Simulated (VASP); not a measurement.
Ca:

```
CELL_PARAMETERS angstrom
0.00000 2.79420 2.79420
2.79420 0.00000 2.79420
2.79420 2.79420 0.00000
ATOMIC_POSITIONS crystal
Ca 0.00000 0.00000 0.00000
```

```yaml
Program: VASP 6.6.1
Task: relaxation of cell and atoms
Functional: PBE
Potentials_or_basis: VASP PAW PBE potentials, release 64 (Ca_pv)
Cutoff: 300 eV
k_mesh: 6 × 6 × 6
Occupations: methfessel-paxton, width 0.1 eV
Spin: no spin polarisation
```

At the start: pressure -0.7 GPa; volume 43.63 Å³/atom.

How do energy, volume and symmetry change on relaxing?

Over 3 steps the energy falls by 4.9 meV/atom and the volume is 41.75 Å³/atom (-4.3 %); space group Fm-3m (No. 225, to 0.05 Å).

Step by step:
| step | energy change (eV) | largest force (eV/Å) | pressure (GPa) | volume (Å³) |
| --- | --- | --- | --- | --- |
| 1 | 0.0000 | 0.0000 | -0.75 | 43.63 |
| 2 | -0.0042 | 0.0000 | -0.29 | 42.36 |
| 3 | -0.0049 | 0.0000 | -0.01 | 41.75 |

Final structure:
```
Ca
1.0
     0.00000    2.75341    2.75341
     2.75341    0.00000    2.75341
     2.75341    2.75341    0.00000
Ca
1
Direct
  0.00000 0.00000 0.00000
```
